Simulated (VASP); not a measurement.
# What goes wrong when Pd (Palladium) is relaxed with a bad input, part 2 of 2

Aim: see how common mistakes in a VASP relaxation show up, on Pd (Palladium). The starting structure is a measured crystal structure from the Crystallography Open Database.

VASP 6.6.1.

Results so far: reference 14.50 Å³ an atom.

## 4. Relaxation with a cutoff far too low

Level of this step: PBEsol; plane waves and PAW (Pd) (VASP).

A slip made on purpose: a cutoff far too low. Against step 2 the input has PREC = Normal and ENCUT = 140 (also changed: NELM).

INCAR reads:

```
SYSTEM = Pd
PREC = Normal
ENCUT = 140
EDIFF = 1E-06
NELM = 60
ISMEAR = 1
SIGMA = 0.1
LREAL = .FALSE.
ALGO = Normal
GGA = PS
NBANDS = 11
LORBIT = 11
LWAVE = .FALSE.
LCHARG = .FALSE.
KPAR = 2
IBRION = 2
NSW = 50
ISIF = 3
EDIFFG = -0.01
```

POSCAR reads:

```
Pd
1.0
    0.0000000000      1.9449000000      1.9449000000
    1.9449000000      0.0000000000      1.9449000000
    1.9449000000      1.9449000000      0.0000000000
Pd
1
Direct
    0.0000000000      0.0000000000      0.0000000000
```

KPOINTS reads:

```
Automatic mesh
0
Gamma
12 12 12
0 0 0
```

PAW data sets: Pd (PBE family, release 64).

Run with:

```bash
$ mpirun -np 2 vasp_std
```

Output:

```text
[... set-up lines as in an earlier step ...]
 entering main loop
       N       E                     dE             d eps       ncg     rms          rms(c)
DAV:   1     0.181001870758E+01    0.18100E+01   -0.24277E+03  2108   0.264E+02
DAV:   2    -0.703303406745E+01   -0.88431E+01   -0.85112E+01  1827   0.616E+01
DAV:   3    -0.707801121340E+01   -0.44977E-01   -0.44973E-01  1791   0.355E+00
DAV:   4    -0.707804998982E+01   -0.38776E-04   -0.38778E-04  1775   0.123E-01
[...]
DAV:  11    -0.395276417515E+01   -0.11295E-04   -0.17825E-06  1854   0.103E-02    0.150E-02
DAV:  12    -0.395276586955E+01   -0.16944E-05   -0.51171E-08   927   0.171E-03    0.137E-02
DAV:  13    -0.395276635994E+01   -0.49040E-06   -0.29185E-09   879   0.408E-04
   1 F= -.39527664E+01 E0= -.39532368E+01  d E =-.395277E+01
[...]
-----------------------------------------------------------------------------
|                                                                             |
|     EEEEEEE  RRRRRR   RRRRRR   OOOOOOO  RRRRRR      ###     ###     ###     |
[...]
|     E        R   R    R   R    O     O  R   R                               |
|     E        R    R   R    R   O     O  R    R      ###     ###     ###     |
|     EEEEEEE  R     R  R     R  OOOOOOO  R     R     ###     ###     ###     |
|                                                                             |
|     Orbital orthonormalization failed in the inversion of matrix            |
|     LAPACK: Routine ZPOTRF failed! kpoint: 1 spin: 1                        |
|                                                                             |
|     Possible solutions for this issue are:                                  |
|     - Please check whether the atoms are too close to each other.           |
|     - Decreasing POTIM might help during relaxations or MDs.                |
|     - Deleting CHGCAR or WAVECAR if incompatible with the structure.        |
|     - Try calculating without symmetrizing (ISYM = 0 or ISYM = -1).         |
|     - As last resort: using a different PAW for some of the atoms.          |
|                                                                             |
|       ---->  I REFUSE TO CONTINUE WITH THIS SICK JOB ... BYE!!! <----       |
|                                                                             |
 -----------------------------------------------------------------------------

1
1
```

It took 4.6 s on 2 MPI ranks of AMD EPYC 7R43, shared host.

VASP stopped with this message: “Orbital orthonormalization failed in the inversion of matrix LAPACK: Routine ZPOTRF failed! kpoint: 1 spin: 1”.

## 5. Relaxation with a functional's name that the tag doesn't take

A slip made on purpose: a functional's name that the tag doesn't take. Against step 2 the input has GGA = PBESOL (also changed: NELM).

INCAR: that of step 4 with these lines changed.

```diff
@@ -1,4 +1,4 @@
 SYSTEM = Pd
-PREC = Normal
-ENCUT = 140
+PREC = Accurate
+ENCUT = 450
 EDIFF = 1E-06
@@ -9,3 +9,3 @@
 ALGO = Normal
-GGA = PS
+GGA = PBESOL
 NBANDS = 11
```

POSCAR is that of step 4.

KPOINTS is that of step 4.

Run with:

```bash
$ mpirun -np 2 vasp_std
```

Output:

```text
[banner, memory and clock lines left out]
running    2 mpi-ranks, on    1 nodes
[...]
|                                                                             |
|     EEEEEEE  RRRRRR   RRRRRR   OOOOOOO  RRRRRR      ###     ###     ###     |
|     E        R     R  R     R  O     O  R     R     ###     ###     ###     |
|     E        R     R  R     R  O     O  R     R     ###     ###     ###     |
|     EEEEE    RRRRRR   RRRRRR   O     O  RRRRRR       #       #       #      |
|     E        R   R    R   R    O     O  R   R                               |
|     E        R    R   R    R   O     O  R    R      ###     ###     ###     |
|     EEEEEEE  R     R  R     R  OOOOOOO  R     R     ###     ###     ###     |
|                                                                             |
|     Error: One of the selected functionals does not exist.                  |
|                                                                             |
|       ---->  I REFUSE TO CONTINUE WITH THIS SICK JOB ... BYE!!! <----       |
|                                                                             |

1
1
```

It took 3 s on 2 MPI ranks.

VASP stopped with this message: “Error: One of the selected functionals does not exist”.

## 6. Relaxation with a k mesh far too coarse

A slip made on purpose: a k mesh far too coarse. Against step 2 the input has a 2×2×2 mesh (also changed: NELM, NCORE and KPAR).

INCAR: that of step 5 with these lines changed.

```diff
@@ -9,3 +9,3 @@
 ALGO = Normal
-GGA = PBESOL
+GGA = PS
 NBANDS = 11
@@ -14,3 +14,3 @@
 LCHARG = .FALSE.
-KPAR = 2
+NCORE = 2
 IBRION = 2
```

POSCAR is that of step 5.

KPOINTS reads:

```
Automatic mesh
0
Gamma
2 2 2
0 0 0
```

Run with:

```bash
$ mpirun -np 2 vasp_std
```

Output:

```text
[banner, memory and clock lines left out]
running    2 mpi-ranks, on    1 nodes
[...]
[... a notice as in an earlier step ...]

 LDA part: xc-table for (Slater+PW92), standard interpolation
 POSCAR, INCAR and KPOINTS ok, starting setup
[...]
entering main loop
       N       E                     dE             d eps       ncg     rms          rms(c)
DAV:   1     0.356415900591E+02    0.35642E+02   -0.47234E+03    66   0.751E+02
DAV:   2    -0.233075787969E+01   -0.37972E+02   -0.36469E+02    69   0.160E+02
DAV:   3    -0.282731817812E+01   -0.49656E+00   -0.49537E+00    78   0.194E+01
DAV:   4    -0.282958887568E+01   -0.22707E-02   -0.22704E-02    69   0.136E+00
[...]
DAV:  19    -0.251125218553E+01    0.99666E-05   -0.59256E-06    81   0.292E-02    0.619E-02
DAV:  20    -0.251124200627E+01    0.10179E-04   -0.16786E-06    50   0.155E-02    0.142E-02
DAV:  21    -0.251124253844E+01   -0.53217E-06   -0.35048E-07    39   0.760E-03
   1 F= -.25112425E+01 E0= -.24997143E+01  d E =-.251124E+01
[... from here on, the cycles between the ionic steps are left out ...]
   2 F= -.33248181E+01 E0= -.33256799E+01  d E =-.813576E+00
   3 F= -.34769897E+01 E0= -.34745202E+01  d E =-.965747E+00
   4 F= -.34778645E+01 E0= -.34757172E+01  d E =-.966622E+00
   5 F= -.34781018E+01 E0= -.34758347E+01  d E =-.966859E+00
[...]
reached required accuracy - stopping structural energy minimisation
```

The job ended after 3.8 s (2 MPI ranks; peak memory 0.16 GiB).

OUTCAR, selected parts (step 6):

```text
  Total        0.0070019      0.0070019      0.0070019     -0.0000000      0.0000000      0.0000000
  in kB        0.4906526      0.4906526      0.4906526     -0.0000000      0.0000000      0.0000000
  external PRESSURE =       0.4906526 kB  Pullay stress =       0.0000000 kB

 POSITION                                       TOTAL-FORCE (eV/Angst)
 -----------------------------------------------------------------------------------
      0.00000      0.00000      0.00000         0.000000     -0.000000      0.000000
 -----------------------------------------------------------------------------------
    total drift:                               -0.000000     -0.000000     -0.000000

  FREE ENERGIE OF THE ION-ELECTRON SYSTEM (eV)
  ---------------------------------------------------
  free  energy   TOTEN  =        -3.4781018078 eV

  energy  without entropy=       -3.4713004402  energy(sigma->0) =       -3.47583469

[... 1 part as in an earlier step ...]

[... 3 further parts left out ...]
[key lines of the parts left out:]
E-fermi :   5.3070
```

With a k mesh far too coarse the cell ends at 22.864 Å³ an atom, +57.66 % from the reference.

## 7. The runs compared

```tsv
run	ended	volume (Å³/atom)	change (%)	pressure left (GPa)	core minutes
reference	converged	14.502	-	-0.01	0.64
too few electronic steps	stopped by VASP	-	-	-	0.193
a cutoff far too low	stopped by VASP	-	-	-	0.153
a functional's name that the tag doesn't take	stopped by VASP	-	-	-	0.1
a k mesh far too coarse	converged	22.864	57.66	0.05	0.127
```

Core minutes are wall time times ranks, summed over the relaxations behind a row (those for a bulk modulus apart), on shared hosts.

## 8. What came out

- volume of the reference: 14.50 Å³/atom
- volume against the reference, a k mesh far too coarse: +57.66 %
- run with too few electronic steps: stopped by VASP
- run with a cutoff far too low: stopped by VASP
- run with a functional's name that the tag doesn't take: stopped by VASP

**Reading.** VASP stopped by itself in the runs with too few electronic steps, a cutoff far too low and a functional's name that the tag doesn't take. Finished, but with signs in the output that stand out against the reference: a k mesh far too coarse, with the volume changed by +57.7 % (signs: 55.4 GPa at the first ionic step (reference: -2.8 GPa) and a large entropy term in the energy). Further runs on this material are not shown.

[Lines on the potential files, build, host, timing and source positions are cut from VASP's logs without a mark.]

[Logs are printed without paths, hosts, clocks, repeated set-up lines and the standing remarks that a program may print on its own settings, such as how far it seeks lower states.]

[Hosts, paths, dates, database ids (printed as entryN), source tags and the programs' standing remarks are cut or masked in the printed files.]
